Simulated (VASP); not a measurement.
All values below come from r2SCAN meta-GGA, VASP's PBE PAW potentials (set 64) (plane waves; VASP 6.6.1). For the first row: Run with 400 eV cut-off, 7×10×6 Γ-centred mesh, tetrahedra with Blöchl corrections, potentials Si Ni.

```tsv
system	energy (eV/atom)
SiNi (space group Pnma)	-10.8358
Si (diamond)	-8.7749
Ni (fcc)	-11.9422
```

The references are the elements' solids at the same level; no temperature or zero-point terms are added.

### Question
What is the formation energy per atom of SiNi?

### Answer
The references average (4×(-8.7749) + 4×(-11.9422))/8 = -10.3586 eV, so the formation energy is -10.8358 − (-10.3586) = -0.477 eV/atom.
